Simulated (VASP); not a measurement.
The system is Ru.

```
Ru
1.0
     2.70580    0.00000    0.00000
    -1.35290    2.34329    0.00000
     0.00000    0.00000    4.28190
Ru
2
Cartesian
  0.0000 1.5622 1.0705
  1.3529 0.7811 3.2114
```

```yaml
Program: VASP 6.6.1
Task: relaxation of cell and atoms
Functional: PBE
Potentials_or_basis: VASP PAW PBE potentials, release 64 (Ru_pv)
Cutoff: 600 eV
k_mesh: 15 × 15 × 9
Occupations: methfessel-paxton, width 0.1 eV
Spin: no spin polarisation
```

At the start: pressure 4.3 GPa; volume 13.57 Å³/atom.

Q: Where does the relaxation end?

A: Over 4 steps the energy falls by 2.4 meV/atom and the volume is 13.75 Å³/atom (+1.3 %); space group P6_3/mmc (No. 194, to 0.05 Å).

The path:
| step | energy change (eV) | largest force (eV/Å) | pressure (GPa) | volume (Å³) |
| --- | --- | --- | --- | --- |
| 1 | 0.0000 | 0.0000 | 4.30 | 27.15 |
| 2 | 0.0350 | 0.0000 | -11.17 | 28.61 |
| 3 | -0.0048 | 0.0000 | -0.04 | 27.52 |
| 4 | -0.0048 | 0.0000 | 0.01 | 27.51 |

Final structure:
```
Ru
1.0
     2.71750    0.00000    0.00000
    -1.35875    2.35343    0.00000
     0.00000    0.00000    4.30121
Ru
2
Direct
  0.33333 0.66667 0.25000
  0.66667 0.33333 0.75000
```
